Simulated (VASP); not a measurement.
Input:

```yaml
crystal:
  lattice:
    - [0.00000, 2.53423, 2.53423]
    - [2.53423, 0.00000, 2.53423]
    - [2.53423, 2.53423, 0.00000]
  atoms:
    - { symbol: Zr, position: [0.00000, 0.00000, 0.00000] }
    - { symbol: O, position: [0.25000, 0.25000, 0.25000] }
    - { symbol: O, position: [0.75000, 0.75000, 0.75000] }
```

Computed with PBEsol GGA, VASP's PBE PAW potentials (set 64) (plane waves; VASP). Settings: 520 eV cut-off, Gaussian smearing of 0.050 eV, potentials Zr_sv O.

Give the energies of bands 7 to 15 at the high-symmetry points, in eV from the valence-band maximum.

```json
[
 {"band": "7", "Γ": "-5.36", "X": "-6.09", "U": "-5.46", "L": "-4.33", "W": "-4.87"},
 {"band": "8", "Γ": "-5.36", "X": "-3.20", "U": "-3.69", "L": "-4.33", "W": "-4.77"},
 {"band": "9", "Γ": "-5.36", "X": "-3.20", "U": "-3.14", "L": "-2.60", "W": "-2.43"},
 {"band": "10", "Γ": "-0.55", "X": "-1.54", "U": "-2.26", "L": "-2.52", "W": "-2.43"},
 {"band": "11", "Γ": "-0.55", "X": "-1.54", "U": "-1.23", "L": "-1.67", "W": "-1.41"},
 {"band": "12", "Γ": "-0.55", "X": "0.00", "U": "-0.34", "L": "-1.67", "W": "-0.21"},
 {"band": "13", "Γ": "3.31", "X": "3.75", "U": "4.00", "L": "3.99", "W": "4.43"},
 {"band": "14", "Γ": "3.31", "X": "4.77", "U": "4.77", "L": "3.99", "W": "4.60"},
 {"band": "15", "Γ": "6.47", "X": "5.94", "U": "6.27", "L": "6.21", "W": "6.39"}
]
```

The gap is indirect, 3.31 eV, from the valence maximum at X to the conduction minimum at Γ.

The structure comes from a measured ZrO2 entry (Fm-3m) of the Crystallography Open Database, whose conditions weren't checked. It was relaxed first.
